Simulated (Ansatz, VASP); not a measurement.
## V (bcc) in two plane-wave programs

One calculation is typed for both programs; each brings its own data sets. How far apart do they land? The two relaxations start from unlike cells of this crystal (the structure described is Ansatz's start), so only their ends are compared.

Main program and level: Ansatz 0.2.0; plane waves, with VASP 6.6.1 beside it; relaxation of cell and atoms at PBEsol and relaxation of cell and atoms at LDA.

## (1) Starting point

Symmetry: Im-3m, No. 229, cubic system. The conventional cell has a = 3.024 Å, b = 3.024 Å, c = 3.024 Å, α = 90.00°, β = 90.00°, γ = 90.00°. Nearest to V lie 8 V at 2.62 Å.

As a file:

```cif
data_structure
_symmetry_space_group_name_H-M 'P 1'
_symmetry_Int_Tables_number 1
_cell_length_a 2.6189
_cell_length_b 2.6189
_cell_length_c 2.6189
_cell_angle_alpha 109.471
_cell_angle_beta 109.471
_cell_angle_gamma 109.471
_cell_volume 13.83
loop_
_atom_site_label
_atom_site_type_symbol
_atom_site_fract_x
_atom_site_fract_y
_atom_site_fract_z
_atom_site_occupancy
V1 V 0.00000 0.00000 0.00000 1
```

## (2) Ansatz: relaxation of cell and atoms, PBEsol

Ansatz runs on its default PAW (the set named soft_2) files.

The relaxed volume is the usual yardstick between codes: in a stiff, nearly cubic crystal its relative difference is about their pressure difference at one cell divided by the bulk modulus.

Contents of input.yaml:

```yaml
crystal:
  lattice:
    - [-1.512, 1.512, 1.512]
    - [1.512, -1.512, 1.512]
    - [1.512, 1.512, -1.512]
  atoms:
    - { symbol: V, position: [0.0, 0.0, 0.0] }
basis:
  ecutwfc: 420
  xc_grid: 2
hamiltonian:
  xc: pbesol
kpoints:
  mp_grid: { grid: [18, 18, 18] }
scf:
  occupations: { method: fermi_dirac, width: 0.05 }
  max_iter: 150
output:
  forces: true
  stress: true
relax:
  f_tol: 0.01
  max_steps: 60
  cell: {}
checkpoint:
  write: "../pbesol.run"
  compress: false
  write_wavefunctions: false
  write_every: 100000
```

Run with:

```
$ ansatz run input.yaml --threads 1 --pin off --max-ram 2826MiB --backend cpu --events-out ev --progress --plain --runs-dir out
```

Numbers of over 12 decimals in the logs are rounded to 6 here.

The log of the run:

```text
Engine: ansatz 0.2.0, aarch64-unknown-linux-gnu
Pseudopotentials: kind: paw
Pseudopotential: V, paw, valence charge 13, recommended cutoff 420 eV (normal), V.paw.azcp
Functional definition: PBEsol
  exchange = pbesol_x
  correlation = pbesol_c
Crystal: 1 atoms, lattice volume = 13.827 Å³
Basis set: ecut = 420 eV, 249 PW (Γ), exchange–correlation on 36×36×36 points (8 copies of the dense FFT grid, shifted against one another)
Bands: 11, of which v1, the nominal top of the filled ones, is band 7 counted from 1 (6 counted from 0)
Symmetry: 48 space group operations
Space group: Im-3m (ITA 229), of the structure as read, at distance tolerance 2.4e-5 Å
k-points: 195 of 5832
Non-local potential: V, projectors of the file, l = 0: 3, l = 1: 2, l = 2: 3, l = 3: 1
PAW form: soft (Blöchl's): semilocal exchange-correlation on the pseudo side does not see the compensation charge
PAW frozen core: V, regenerated for the run's functional, and the local potential with it (the file was generated under x = pbe(κ = 0.804, μ = 0.219515), c = pbe(β = 0.066725))
PAW one-centre angular grid: V, 590 points (default); XC on 64 Gauss nodes
Initial density: superposition of atomic densities (neutral atoms: chi_scale 0, normalization atom), corrected by the library's trained network
Initial wavefunctions: pseudopotential atomic-orbital guess
Functional: x = pbesol(κ = 0.804, μ = 0.123457), c = pbesol(β = 0.046)
SCF iter   1: F=—  HF=-2885.266816 eV  |F-HF|=—  |Δ(HF+E_count)|=         —  Δρ=9.98e-3  dr2=8.85e-3  ethr=1.77e-3  ⟨swp⟩=4.0  Hψ=10606  notcnv=0
preconditioner: auto → none  [metal: Δε(μ)=0.009 eV  Ē_g=6.604 eV  σ=0.050 eV  W_gap=0.04  n_scr=0 (ndim 8)  ℏωp=22.3 eV  f_vac=0.000  D(μ)=1.80/eV (n_scr^D=18)]
SCF iter   2: F=—  HF=-2885.264898 eV  |F-HF|=—  |Δ(HF+E_count)|=   1.92e-3  Δρ=4.59e-3  dr2=2.09e-3  ethr=6.81e-5  ⟨swp⟩=3.0  Hψ=5753  notcnv=0  defer=15
SCF iter   3: F=—  HF=-2885.264281 eV  |F-HF|=—  |Δ(HF+E_count)|=   6.16e-4  Δρ=1.65e-3  dr2=8.58e-5  ethr=1.61e-5  ⟨swp⟩=2.7  Hψ=3954  notcnv=0  defer=15
SCF iter   4: F=—  HF=-2885.264287 eV  |F-HF|=—  |Δ(HF+E_count)|=   5.95e-6  Δρ=6.81e-5  dr2=2.10e-7  ethr=6.60e-7  ⟨swp⟩=1.0  Hψ=2130  notcnv=0  defer=15
iter 5 did not close the SCF: its close was put off for the readings that it lacked (scf_convergence_deferred on its scf_iter line)
SCF iter   5: F=-2885.264287 eV  HF=-2885.264287 eV  |F-HF|=4.13e-9  |Δ(HF+E_count)|=   6.31e-8  Δρ=9.52e-6  dr2=8.04e-9  ethr=1.61e-9  ⟨swp⟩=1.8  Hψ=3021  notcnv=0  defer=15
SCF iter   6: F=-2885.264287 eV  HF=-2885.264287 eV  |F-HF|=2.55e-11  |Δ(HF+E_count)|=   1.13e-9  Δρ=5.72e-7  dr2=3.50e-11  ethr=6.18e-11  ⟨swp⟩=2.0  Hψ=6330  notcnv=0
SCF 1 converged in 6 iterations: F = -2885.264287 eV  dr2 = 3.50e-11
  greatest PAW one-centre occupation: 1.000 electrons in one spin orbital (limit 2), on the V atom at site 0 (counted from 0), in its partial waves of l = 0
relax step   1: F+E_penalty+E_count = -2885.26428745 eV  Δ(F+E_penalty+E_count) = +0.000e0 eV  max|allowed force component| = 0.000e0 eV/Å  Δτ_max = 0.0000 Å  P = -11.461 GPa  Ω = 13.827 Å³  (6 SCF iters, dr2 threshold 1.00e-7 eV, accepted)
[...]
relax step   2: F+E_penalty+E_count = -2885.29702152 eV  Δ(F+E_penalty+E_count) = -3.273e-2 eV  max|allowed force component| = 0.000e0 eV/Å  Δτ_max = 0.0000 Å  P = +2.164 GPa  Ω = 12.807 Å³  energy of the carried Pulay correction = +4.195e-4 eV  (5 SCF iters, dr2 threshold 1.00e-7 eV, accepted)
[...]
relax step   3: F+E_penalty+E_count = -2885.29787583 eV  Δ(F+E_penalty+E_count) = -8.543e-4 eV  max|allowed force component| = 0.000e0 eV/Å  Δτ_max = 0.0000 Å  P = -0.202 GPa  Ω = 12.958 Å³  energy of the carried Pulay correction = +3.551e-4 eV  (5 SCF iters, dr2 threshold 1.00e-7 eV, accepted)
[...]
relax step   4: F+E_penalty+E_count = -2885.29788979 eV  Δ(F+E_penalty+E_count) = -1.396e-5 eV  max|allowed force component| = 0.000e0 eV/Å  Δτ_max = 0.0000 Å  P = -0.002 GPa  Ω = 12.945 Å³  energy of the carried Pulay correction = +3.606e-4 eV  (3 SCF iters, dr2 threshold 1.00e-7 eV, accepted)
[...]
relax step   5: F+E_penalty+E_count = -2885.29756474 eV  Δ(F+E_penalty+E_count) = +3.251e-4 eV  max|allowed force component| = 0.000e0 eV/Å  Δτ_max = 0.0000 Å  P = -0.007 GPa  Ω = 12.945 Å³  stress off target by 7.00e-3 GPa  SCF on the basis re-selected at this cell (its energy is not comparable with the rows above)  (5 SCF iters)
basis re-selected at this cell: Δ(F+E_penalty+E_count) = +3.251e-4 eV, ΔP = -0.005 GPa vs the last step (what re-selecting the basis moved, of the pressure what is left beyond the Pulay correction that the steps carried, after the strain that the cell walked since its last selection, with what the two solves' SCF thresholds leave and, on support functions, any second-order correction that the steps lacked; it is no measure of the basis error at this ecutwfc). This SCF's stress stands 7.00e-3 GPa from its target on what of the cell is left free (relax.cell.stress_tol is 5.00e-2 GPa) and its largest allowed force component is 0.00e0 eV/Å (relax.f_tol is 1.00e-2 eV/Å): [rest of the remark cut]
SCF converged after 5 iterations
Free energy (F): -2885.297565 eV
Harris-Foulkes:  -2885.297565 eV  (|F-HF|=9.09e-13)
Internal energy: -2885.283624 eV  (E = F + TS)
E sigma→0 (E₀):  -2885.290595 eV
Entropy (-TS):   -0.013940 eV (-13.940 meV/atom)
Fermi energy:    17.169741 eV
--- Per-component energies (eV) ---
  E_band       = -134.606296
  E_kinetic    = 337.395921
  E_local      = -866.329521  (includes V_loc(G=0)·N_el)
  E_nonlocal   = -43.833045
  E_hartree    = 400.589444
  E_xc         = -129.867146
  E_vxc        = -165.382235  (∫ρ·V_xc dr)
  E_paw        = -1086.565977  (= ΣΔE_a)
  E_vpaw       = -197.636546  (= ΣTr[D̂ρ^β])
  E_aug_tail   = 0.000281  (compensation charges beyond the density's cutoff)
  E_ewald      = -1496.823259
  E_core_change = 0.149679  (= ΣΔE_core)
  E_smearing   = -0.013940  (= −TS)
  E_closure    = 0.000000  (closes the sum)
  Σ components = -2885.297565   (vs F -2885.297565, Δ=0.00e0)
--- Forces (eV/Å), atoms counted from 1 ---
  atom   1  V     -0.00000000     0.00000000     0.00000000
  max |Σ_I F_I| component: 6.37e-32 eV/Å
--- Stress (GPa, compression-positive) ---
       -0.007000       0.000000       0.000000
        0.000000      -0.007000       0.000000
        0.000000       0.000000      -0.007000
  P = ⅓ Tr σ = -0.0070 GPa (-0.070 kbar)
--- Relaxed structure (4 steps of the walk, 4 accepted, 1 SCFs on fresh bases) ---
  F+E_penalty+E_count = -2885.29756474 eV   max|allowed force component| = 0.000e0 eV/Å   (the final SCF, on the basis selected at the relaxed cell)
  cell:  # Å, volume = 12.9453 Å³
    - [-1.479169, 1.479169, 1.479169]
    - [1.479169, -1.479169, 1.479169]
    - [1.479169, 1.479169, -1.479169]
  atoms:
    - { symbol: V, position: [0.0, 0.0, 0.0] }
```

## (3) VASP: relaxation of cell and atoms, PBEsol

Its own start cell and the same functional, mesh and smearing now go to VASP, with its own data sets.

Lines of VASP's logs that name or quote its potential files are left out, and so is its time.

Contents of INCAR:

```
SYSTEM = V
PREC = Accurate
ENCUT = 500
EDIFF = 1E-07
NELM = 120
ISMEAR = -1
SIGMA = 0.05
LREAL = .FALSE.
ALGO = Normal
GGA = PS
NBANDS = 12
LASPH = .TRUE.
LORBIT = 11
LWAVE = .FALSE.
LCHARG = .FALSE.
ISIF = 3
IBRION = 2
NSW = 80
EDIFFG = -0.005
GGA_COMPAT = .FALSE.
NELMIN = 4
```

Contents of POSCAR:

```
V
1.0
   -1.4796881324      1.4796881324      1.4796881324
    1.4796881324     -1.4796881324      1.4796881324
    1.4796881324      1.4796881324     -1.4796881324
V
1
Direct
    0.0000000000      0.0000000000      0.0000000000
```

Contents of KPOINTS:

```
Automatic mesh
0
Gamma
18 18 18
0 0 0
```

Potentials, in the order of the species: V_sv (PBE family, release 64).

Run with:

```
$ mpirun -np 1 vasp_std
```

The log of the run:

```text
[banner, memory and clock lines left out]
running    1 mpi-ranks, on    1 nodes
 distrk:  each k-point on    1 cores,    1 groups
 distr:  one band on    1 cores,    1 groups

 POSCAR found type information on POSCAR V
 POSCAR found :  1 types and       1 ions
|                                                                             |
|               ----> ADVICE to this user running VASP <----                  |
|                                                                             |
|     You enforced a specific xc type in the INCAR file but a different       |
|     [... a line on the potential file left out ...]
|     I HOPE YOU KNOW WHAT YOU ARE DOING!                                     |
|                                                                             |

 LDA part: xc-table for (Slater+PW92), standard interpolation
 POSCAR, INCAR and KPOINTS ok, starting setup
 FFT: planning ... GRIDC
 FFT: planning ... GRID_SOFT
 FFT: planning ... GRID
 WAVECAR not read
 entering main loop
       N       E                     dE             d eps       ncg     rms          rms(c)
DAV:   1     0.881338760615E+02    0.88134E+02   -0.68659E+03  4696   0.116E+03
DAV:   2    -0.987045083447E+01   -0.98004E+02   -0.95044E+02  4776   0.326E+02
DAV:   3    -0.111357185577E+02   -0.12653E+01   -0.12607E+01  5100   0.432E+01
DAV:   4    -0.111418901552E+02   -0.61716E-02   -0.61715E-02  5120   0.320E+00
DAV:   5    -0.111419597489E+02   -0.69594E-04   -0.69595E-04  5092   0.322E-01    0.204E+01
DAV:   6    -0.967330895844E+01    0.14687E+01   -0.32610E+00  4872   0.302E+01    0.202E+00
DAV:   7    -0.965148670853E+01    0.21822E-01   -0.29109E-02  4912   0.205E+00    0.112E+00
DAV:   8    -0.964198712737E+01    0.94996E-02   -0.48503E-03  4936   0.106E+00    0.627E-02
DAV:   9    -0.964203047643E+01   -0.43349E-04   -0.14045E-04  4816   0.176E-01    0.451E-02
DAV:  10    -0.964203639555E+01   -0.59191E-05   -0.63816E-06  5024   0.375E-02    0.416E-03
DAV:  11    -0.964203656957E+01   -0.17402E-06   -0.66489E-07  4900   0.137E-02    0.138E-03
DAV:  12    -0.964203654823E+01    0.21344E-07   -0.19356E-08  2464   0.243E-03
   1 F= -.96420365E+01 E0= -.96350430E+01  d E =-.964204E+01
 curvature:   0.00 expect dE= 0.000E+00 dE for cont linesearch  0.000E+00
 trial: gam= 0.00000 g(F)=  0.352E-63 g(S)=  0.866E-05 ort = 0.000E+00 (trialstep = 0.100E+01)
 search vector abs. value=  0.866E-05
 bond charge predicted
       N       E                     dE             d eps       ncg     rms          rms(c)
DAV:   1    -0.964231704051E+01   -0.28047E-03   -0.44873E-03  4684   0.115E+00    0.191E-01
DAV:   2    -0.964203992156E+01    0.27712E-03   -0.68699E-04  4716   0.436E-01    0.379E-02
DAV:   3    -0.964203697430E+01    0.29473E-05   -0.36449E-06  4912   0.243E-02    0.214E-02
DAV:   4    -0.964203571335E+01    0.12609E-05   -0.24064E-06  4892   0.180E-02    0.121E-03
DAV:   5    -0.964203565283E+01    0.60527E-07   -0.22914E-08  2804   0.225E-03
   2 F= -.96420357E+01 E0= -.96350500E+01  d E =0.895400E-06
 trial-energy change:    0.000001  1 .order    0.000001   -0.000009    0.000011
 step:   0.4664(harm=  0.4326)  dis= 0.00000  next Energy=    -9.642039 (dE=-0.206E-05)
 bond charge predicted
       N       E                     dE             d eps       ncg     rms          rms(c)
DAV:   1    -0.964211881650E+01   -0.83103E-04   -0.12757E-03  4692   0.611E-01    0.102E-01
DAV:   2    -0.964204007979E+01    0.78737E-04   -0.19631E-04  4708   0.233E-01    0.201E-02
DAV:   3    -0.964203908457E+01    0.99522E-06   -0.10394E-06  4892   0.130E-02    0.113E-02
DAV:   4    -0.964203856586E+01    0.51872E-06   -0.68625E-07  4884   0.963E-03    0.655E-04
DAV:   5    -0.964203860659E+01   -0.40738E-07   -0.65976E-09  2392   0.121E-03
   3 F= -.96420386E+01 E0= -.96350488E+01  d E =-.205837E-05
 curvature:  -0.22 expect dE=-0.328E-08 dE for cont linesearch -0.328E-08
 trial: gam= 0.00000 g(F)=  0.375E-62 g(S)=  0.152E-07 ort =-0.363E-06 (trialstep = 0.893E+00)
 search vector abs. value=  0.153E-07
 reached required accuracy - stopping structural energy minimisation
```

OUTCAR, selected parts (step 3):

```text
ion  position               nearest neighbor table
   1  0.000  0.000  0.000-

  LATTYP: Found a body centered cubic cell.
 ALAT       =     2.9593762648

 Subroutine GETGRP returns: Found 48 space group operations
 (whereof 48 operations were pure point group operations)

The static configuration has the point symmetry O_h .

 Found    195 irreducible k-points:

   k-points           NKPTS =    195   k-points in BZ     NKDIM =    195   number of bands    NBANDS=     12

   dimension x,y,z NGX =    20 NGY =   20 NGZ =   20
   dimension x,y,z NGXF=    40 NGYF=   40 NGZF=   40

   ENCUT  =  500.0 eV  36.75 Ry    6.06 a.u.   4.67  4.67  4.67*2*pi/ulx,y,z

   NELECT =      13.0000    total number of electrons

 k-points in reciprocal lattice and weights: Automatic mesh
   0.00000000  0.00000000  0.00000000       0.000
   0.05555556  0.00000000  0.00000000       0.002
   0.11111111  0.00000000  0.00000000       0.002
   0.16666667  0.00000000  0.00000000       0.002
   0.22222222  0.00000000  0.00000000       0.002
   0.27777778  0.00000000  0.00000000       0.002
   0.33333333  0.00000000  0.00000000       0.002
   0.38888889  0.00000000  0.00000000       0.002
   0.44444444  0.00000000  0.00000000       0.002
[...]
0.50000000  0.50000000  0.44444444       0.002
   0.50000000  0.50000000  0.50000000       0.000

 average (electrostatic) potential at core
       1 -69.4354

 E-fermi :  10.0614

 k-point     1 :       0.0000    0.0000    0.0000
  band No.  band energies     occupation
      1     -53.3700      2.00000
      2     -26.7031      2.00000
      3     -26.7031      2.00000
      4     -26.7031      2.00000
      5       3.3765      2.00000
      6      10.4791      0.00047
      7      10.4791      0.00047
      8      10.4791      0.00047
      9      12.5851      0.00000
     10      12.5851      0.00000
    ...

 k-point     2 :       0.0556    0.0000    0.0000
  band No.  band energies     occupation
      1     -53.3630      2.00000
      2     -26.7357      2.00000
      3     -26.7129      2.00000
      4     -26.7033      2.00000
      5       3.5065      2.00000
      6      10.4222      0.00147
      7      10.4674      0.00059
      8      10.5735      0.00007
      9      12.5182      0.00000
     10      12.5887      0.00000
    ...

 k-point     3 :       0.1111    0.0000    0.0000
  band No.  band energies     occupation
      1     -53.3429      2.00000
      2     -26.8291      2.00000
      3     -26.7412      2.00000
      4     -26.7041      2.00000
      5       3.8849      2.00000
      6      10.2615      0.03591
      7      10.4140      0.00173
      8      10.8509      0.00000
      9      12.3640      0.00000
     10      12.6014      0.00000
    ...

  Total        0.0003242      0.0003242      0.0003242      0.0000000     -0.0000000      0.0000000
  in kB        0.0401001      0.0401001      0.0401001      0.0000000     -0.0000000      0.0000000
  external PRESSURE =       0.0401001 kB  Pullay stress =       0.0000000 kB

  energy-cutoff  :      500.00
  volume of cell :       12.95
      direct lattice vectors                 reciprocal lattice vectors
    -1.479430641  1.479430641  1.479430641     0.000000000  0.337967855  0.337967855
     1.479430641 -1.479430641  1.479430641     0.337967855  0.000000000  0.337967855
     1.479430641  1.479430641 -1.479430641     0.337967855  0.337967855  0.000000000

 POSITION                                       TOTAL-FORCE (eV/Angst)
 -----------------------------------------------------------------------------------
      0.00000      0.00000     -0.00000        -0.000000      0.000000     -0.000000
 -----------------------------------------------------------------------------------
    total drift:                                0.000000     -0.000000      0.000000

  FREE ENERGIE OF THE ION-ELECTRON SYSTEM (eV)
  ---------------------------------------------------
  free  energy   TOTEN  =        -9.6420386066 eV

  energy  without entropy=       -9.6280590151  energy(sigma->0) =       -9.63504881

 reached required accuracy - stopping structural energy minimisation

 total charge
# of ion       s       p       d       tot
------------------------------------------
    1        2.355   6.236   3.138  11.729

[... 3 further parts left out ...]
```

CONTCAR:

```
V
   1.00000000000000
    -1.4794306413668572    1.4794306413668572    1.4794306413668572
     1.4794306413668572   -1.4794306413668572    1.4794306413668572
     1.4794306413668572    1.4794306413668572   -1.4794306413668572
  V
     1
Direct
     0.0000000000000000    0.0000000000000000    0.0000000000000000
```

## (4) Comparison

Known differences besides the potentials themselves: the cutoff is 420 eV in Ansatz and 500 eV in VASP; Ansatz makes its cores anew for this functional, VASP keeps those of its PBE data sets; Ansatz adds a Pulay correction to the stress that steers its cell, VASP none. Total energies have different zeros and are not compared.

Both answers:

| quantity | Ansatz | VASP | difference |
| --- | --- | --- | --- |
| volume (Å³) | 12.95 | 12.95 | -0.05 % |
| edge a after relaxation, in the typed setting (Å) | 2.562 | 2.562 | -0.02 % |

(Continued in part 2 of 2.)

[Lines on the potential files, build, host, timing and source positions are cut from VASP's logs without a mark.]

[Logs are printed without paths, hosts, clocks, repeated set-up lines and the standing remarks that a program may print on its own settings, such as how far it seeks lower states.]

[Hosts, paths, dates, database ids (printed as entryN), source tags and the programs' standing remarks are cut or masked in the printed files.]
